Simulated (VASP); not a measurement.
Computed with r2SCAN meta-GGA, VASP's PBE PAW potentials (set 64) (plane waves; VASP).

The input files of a VASP run:

### KPOINTS_OPT
```
k-points along high-symmetry lines
6
Line-mode
Reciprocal
  0.000000   0.000000   0.000000 ! GAMMA
  0.500000   0.000000   0.000000 ! M

  0.500000   0.000000   0.000000 ! M
  0.333333   0.333333   0.000000 ! K

  0.333333   0.333333   0.000000 ! K
  0.000000   0.000000   0.000000 ! GAMMA

  0.000000   0.000000   0.000000 ! GAMMA
  0.000000   0.000000   0.500000 ! A

  0.000000   0.000000   0.500000 ! A
  0.500000   0.000000   0.500000 ! L

  0.500000   0.000000   0.500000 ! L
  0.333333   0.333333   0.500000 ! H

  0.333333   0.333333   0.500000 ! H
  0.000000   0.000000   0.500000 ! A

  0.500000   0.000000   0.500000 ! L
  0.500000   0.000000   0.000000 ! M

  0.333333   0.333333   0.500000 ! H
  0.333333   0.333333   0.000000 ! K
```

### INCAR
```
ALGO = Normal
EDIFF = 1E-7
ENCUT = 400
ISIF = 2
ISMEAR = -5
LASPH = .TRUE.
LCHARG = .FALSE.
LMAXMIX = 6
LMIXTAU = .TRUE.
LORBIT = 11
LREAL = .FALSE.
LWAVE = .FALSE.
METAGGA = R2SCAN
NEDOS = 601
NELM = 100
PREC = Accurate
SYSTEM = TaGe2
```

**POSCAR**
```
TaGe2
4.9634790
  1.0000000302   0.0000000000   0.0000000000
 -0.5000000151   0.8660253301   0.0000000000
  0.0000000000   0.0000000000   1.3602392947
Ta Ge
3 6
Cart
  0.5000000151   0.0000000000   0.6801196474
  0.2500000076   0.4330126650   1.1335322922
 -0.2500000075   0.4330126650   0.2267070025
  0.0000000000   0.2837458345   0.6801196474
  0.7542689009   0.1418729173   1.1335322922
  0.2542688858   0.7241524128   0.2267070025
  0.5000000151   0.5822794955   0.6801196474
 -0.2542688858   0.7241524128   1.1335322922
  0.2457311293   0.1418729173   0.2267070025
```

File KPOINTS:
```
Automatic mesh
0
Gamma
8 8 5
0 0 0
```

POTCAR, in this order: Ta_pv Ge_d (PBE.64 set). Program: vasp_std.

The resulting files:

OSZICAR:
```
       N       E                     dE             d eps       ncg     rms          rms(c)
DAV:   1     0.129261672755E+04    0.12926E+04   -0.45937E+04  5276   0.406E+03
DAV:   2     0.259635502010E+02   -0.12667E+04   -0.12307E+04  4200   0.104E+03
DAV:   3    -0.225154883186E+03   -0.25112E+03   -0.24419E+03  4328   0.258E+02
DAV:   4    -0.248200181901E+03   -0.23045E+02   -0.22404E+02  5092   0.787E+01
DAV:   5    -0.248991497332E+03   -0.79132E+00   -0.78439E+00  5016   0.159E+01    0.270E+01
DAV:   6    -0.235858479551E+03    0.13133E+02   -0.93046E+00  4984   0.157E+01    0.103E+01
DAV:   7    -0.226847420222E+03    0.90111E+01   -0.26311E+00  5264   0.614E+00    0.278E+00
DAV:   8    -0.230696547728E+03   -0.38491E+01   -0.21501E+00  4554   0.587E+00    0.207E+00
DAV:   9    -0.230726038533E+03   -0.29491E-01   -0.20492E-01  4912   0.194E+00    0.541E-01
DAV:  10    -0.230699557437E+03    0.26481E-01   -0.52333E-02  4576   0.104E+00    0.265E-01
DAV:  11    -0.230717406943E+03   -0.17850E-01   -0.75328E-02  4548   0.105E+00    0.153E-01
DAV:  12    -0.230731060206E+03   -0.13653E-01   -0.12108E-02  4540   0.420E-01    0.597E-02
DAV:  13    -0.230732312691E+03   -0.12525E-02   -0.76314E-04  5146   0.121E-01    0.339E-02
DAV:  14    -0.230733448794E+03   -0.11361E-02   -0.20111E-03  4564   0.186E-01    0.202E-02
DAV:  15    -0.230733621949E+03   -0.17316E-03   -0.13685E-04  4730   0.522E-02    0.866E-03
DAV:  16    -0.230733727799E+03   -0.10585E-03   -0.10017E-04  4540   0.398E-02    0.380E-03
DAV:  17    -0.230733732640E+03   -0.48409E-05   -0.11868E-05  4880   0.187E-02    0.229E-03
DAV:  18    -0.230733732171E+03    0.46900E-06   -0.73666E-06  4800   0.119E-02    0.120E-03
DAV:  19    -0.230733731194E+03    0.97720E-06   -0.94592E-07  4368   0.453E-03    0.131E-03
DAV:  20    -0.230733734701E+03   -0.35075E-05   -0.17817E-06  4038   0.502E-03    0.474E-04
DAV:  21    -0.230733735186E+03   -0.48504E-06   -0.82622E-08  2776   0.140E-03    0.871E-05
DAV:  22    -0.230733735107E+03    0.78900E-07   -0.30793E-08  2568   0.984E-04
   1 F= -.23073374E+03 E0= -.23073374E+03  d E =0.000000E+00
       N       E                     dE             ncg
       N       E                     dE             ncg
```

OUTCAR:
```
------------------------ aborting loop because EDIFF is reached ----------------------------------------
  FORCE on cell =-STRESS in cart. coord.  units (eV):
  Direction    XX          YY          ZZ          XY          YZ          ZX
  --------------------------------------------------------------------------------------
  Total        0.2317241      0.2317240     -0.4477715      0.0000000      0.0000000      0.0000000
  in kB        2.5773731      2.5773725     -4.9803803      0.0000000      0.0000000      0.0000000
  external PRESSURE =       0.0581218 kB  Pullay stress =       0.0000000 kB
  volume of cell :      144.05
      direct lattice vectors                 reciprocal lattice vectors
     4.963479150  0.000000000  0.000000000     0.201471583  0.116319686  0.000000000
    -2.481739575  4.298498539  0.000000000     0.000000000  0.232639372  0.000000000
     0.000000000  0.000000000  6.751519174     0.000000000  0.000000000  0.148114813
 POSITION                                       TOTAL-FORCE (eV/Angst)
 -----------------------------------------------------------------------------------
      2.48174      0.00000      3.37576         0.000000     -0.000000     -0.000000
      1.24087      2.14925      5.62626         0.000000     -0.000000     -0.000000
     -1.24087      2.14925      1.12526         0.000000     -0.000000     -0.000000
      0.00000      1.40837      3.37576        -0.000000     -0.019894      0.000000
      3.74380      0.70418      5.62626         0.017229     -0.009947      0.000000
      1.26206      3.59432      1.12526         0.017229      0.009947      0.000000
      2.48174      2.89013      3.37576         0.000000      0.019894     -0.000000
     -1.26206      3.59432      5.62626        -0.017229      0.009947      0.000000
      1.21968      0.70418      1.12526        -0.017229     -0.009947      0.000000
 -----------------------------------------------------------------------------------
    total drift:                               -0.000000      0.000000      0.003297
  FREE ENERGIE OF THE ION-ELECTRON SYSTEM (eV)
  ---------------------------------------------------
  free  energy   TOTEN  =      -230.7337351075 eV

  energy  without entropy=     -230.7337351075  energy(sigma->0) =     -230.73373511

 total charge

# of ion       s       p       d       tot
------------------------------------------
    1        0.271   6.156   2.434   8.862
    2        0.271   6.156   2.434   8.862
    3        0.271   6.156   2.434   8.862
    4        1.116   1.265  10.079  12.460
    5        1.116   1.265  10.079  12.460
    6        1.116   1.265  10.079  12.460
    7        1.116   1.265  10.079  12.460
    8        1.116   1.265  10.079  12.460
    9        1.116   1.265  10.079  12.460
--------------------------------------------------
tot          7.508  26.061  67.775 101.344
```
(Selected blocks of OUTCAR.)

For a metal the tetrahedron method with Blöchl corrections gives inexact stress and forces.

The structure comes from a computed database's TaGe2 entry (P6_222); how it stands against other phases isn't given here. It was relaxed first. The electron count is odd and the run is not spin-polarised, which forces a metal.
